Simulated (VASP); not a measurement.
Wanted: the native input for a VASP 6.6.1 run.

| Property | Result |
| --- | --- |
| Task | relaxation of cell and atoms |
| Functional | AM05 |
| Potentials or basis | VASP PAW PBE potentials, release 64 (Y_sv, Ge_d) |
| Cutoff | 600 eV |
| k mesh | 6 × 6 × 6 |
| Occupations | fermi-dirac, width 0.05 eV |
| Spin | no spin polarisation |
| Further INCAR settings | ALGO = Normal; EDIFF = 1e-07; IBRION = 2; EDIFFG = -0.01; NSW = 40; ISIF = 3 |

The structure of Y3Ge lies in POSCAR:

```
Y3Ge
1.0
   -2.2653940000      2.2653940000      5.1970200000
    2.2653940000     -2.2653940000      5.1970200000
    2.2653940000      2.2653940000     -5.1970200000
Y Ge
3 1
Direct
    0.5000000000      0.5000000000      0.0000000000
    0.2500000000      0.7500000000      0.5000000000
    0.7500000000      0.2500000000      0.5000000000
    0.0000000000      0.0000000000      0.0000000000
```

The cell comes from a database or a generator and needn't be the stable form of this composition.

One way to write it, as run:

INCAR

```
SYSTEM = Y3Ge
PREC = Accurate
ENCUT = 600
EDIFF = 1E-7
ISMEAR = -1
SIGMA = 0.05
LREAL = .FALSE.
LASPH = .TRUE.
NELM = 60
ALGO = Normal
ISIF = 3
LWAVE = .FALSE.
LCHARG = .FALSE.
GGA = AM
IBRION = 2
NSW = 40
EDIFFG = -0.01
```

KPOINTS

```
Automatic mesh
0
G
  6 6 6
  0 0 0
```

Potentials or basis: VASP PAW PBE potentials, release 64 (Y_sv, Ge_d).

Command:

```sh
$ cat potpaw_PBE.64/Y_sv/POTCAR potpaw_PBE.64/Ge_d/POTCAR > POTCAR
$ mpirun -np 1 vasp_std > vasp.out
```

It gave:

The relaxed volume is 25.27 Å³/atom and the relaxed cell is a = 5.953 Å, b = 5.953 Å, c = 5.953 Å, α = 135.81°, β = 135.81°, γ = 64.27°. The space group after relaxing (to 0.05 Å) is I4/mmm (No. 139). The energy gained by relaxing is 11.6 meV/atom, the ionic steps are 5 and the pressure after relaxing is 0.0 GPa. The band gap on the k mesh is none (metal or under the smearing width).

Caveat: the PAW data sets were made with another functional, which shifts forces and pressure a little.

Wall time 13 min on 1 thread of Intel(R) Xeon(R) 6975P-C (Granite Rapids), on a shared host, peak memory 0.45 GiB.
